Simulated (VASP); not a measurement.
Runs of VASP 6.6.1 on C3H4. The cell holds a molecule in a box, 7 atoms: a = 14.193 Å, b = 14.693 Å, c = 15.193 Å, α = 90.00°, β = 90.00°, γ = 90.00°. 

```tsv
level	gap on the mesh (eV)	largest force (eV/Å)
PBEsol	5.99	0.27
PBE+D4	5.93	0.02
RPBE	5.81	0.36
PBE	5.93	(a)
RPBE+D3(BJ)	5.81	0.27
```

Alike in all rows: task single point; potentials or basis VASP PAW PBE potentials, release 64 (C, H); no spin polarisation; cell as given; k mesh 1 × 1 × 1; cutoff (eV) 400; smearing gaussian 0.01 eV.

Problem. Estimate the missing entries.

Solution. (a) 0.01.

Caveats: the standard files for N, O and F lose accuracy on very short bonds; the PAW data sets were made with another functional, which shifts forces and pressure a little (some runs).

A k mesh can miss the band edges.

Not every run made on this cell is shown here.
